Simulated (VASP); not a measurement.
Here is the system:

```xyz
1
Lattice="-1.6423 1.6423 1.6423 1.6423 -1.6423 1.6423 1.6423 1.6423 -1.6423" Properties=species:S:1:pos:R:3 pbc="T T T"
Nb     0.0000     0.0000     0.0000
```

Method: revTPSS meta-GGA, VASP's PBE PAW potentials (set 64) (plane waves; VASP). Run with 520 eV cut-off, 17×17×17 Γ-centred mesh, tetrahedra with Blöchl corrections, potentials Nb_sv.

**Question.** Give the energies of bands 5 to 9 at the high-symmetry points, in eV from the Fermi level.

**Answer.** 
```csv
band,Γ,H,N,P
5,-5.94,-3.84,-3.79,-1.11
6,0.39,-3.84,-1.70,-1.11
7,0.39,5.79,2.33,-1.11
8,0.39,5.79,3.45,4.30
9,3.39,5.79,4.16,4.30
```

It has no gap at this level: it comes out as a metal or semimetal.

The compound is Nb in the bcc structure. It was relaxed first.
